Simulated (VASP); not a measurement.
The input files of a VASP run:

### KPOINTS
```
Automatic mesh
0
Gamma
10 10 4
0 0 0
```

POSCAR:
```
C
1.0
  1.2182703997  -2.1101056656   0.0000000000
  1.2182703997   2.1101056656   0.0000000000
  0.0000000000   0.0000000000   6.0624585070
C
4
Cartesian
  0.0000000000   0.0000000000   1.5156146267
  0.0000000000   0.0000000000   4.5468438802
  1.2182703997   0.7033699619   1.5156146267
  1.2182703997  -0.7033699619   4.5468438802
```

INCAR:
```
SYSTEM = C
PREC = Accurate
ENCUT = 620
EDIFF = 1E-6
NELM = 100
ALGO = Normal
LREAL = .FALSE.
LASPH = .TRUE.
ISMEAR = 0
SIGMA = 0.05
LWAVE = .FALSE.
LCHARG = .FALSE.
IBRION = 2
ISIF = 3
NSW = 40
EDIFFG = -0.02
PSTRESS = 100
```

POTCAR, in this order: C (LDA.64 set). Program: vasp_std.

Translate this LDA calculation to Ansatz.

One equivalent input (not run):
Ansatz 0.2 input:
```yaml
crystal:
  lattice:
    - [1.2182704, -2.1101057, 0.0000000]
    - [1.2182704, 2.1101057, 0.0000000]
    - [0.0000000, 0.0000000, 6.0624585]
  atoms:
    - { symbol: C, position: [0.0000000, 0.0000000, 0.2500000] }
    - { symbol: C, position: [0.0000000, 0.0000000, 0.7500000] }
    - { symbol: C, position: [0.3333330, 0.6666670, 0.2500000] }
    - { symbol: C, position: [0.6666670, 0.3333330, 0.7500000] }
kpoints:
  mp_grid: { grid: [10, 10, 4] }
hamiltonian:
  xc: lda
  pseudopotentials: { kind: paw }
scf:
  occupations: { method: gaussian, width: 0.05 }
  max_iter: 100
relax:
  max_steps: 40
  f_tol: 0.02
  cell: { p_target: 10 }
output: { forces: true, stress: true, eigenvalues: true }
```
What does not carry over: each code has its own PAW files, so the cut-off isn't converted (ENCUT is set for VASP's; basis.ecutwfc is left out, and Ansatz then takes the one that its files recommend); Ansatz stops its SCF on the density residual and VASP on the energy change (EDIFF); Ansatz's lda is the Perdew-Wang form, while the LDA potentials of VASP carry Perdew-Zunger's.

The compound is C in the graphite structure. This run relaxes it under an external pressure of 10 GPa. Symmetry was kept, so distortions that lower it aren't found.
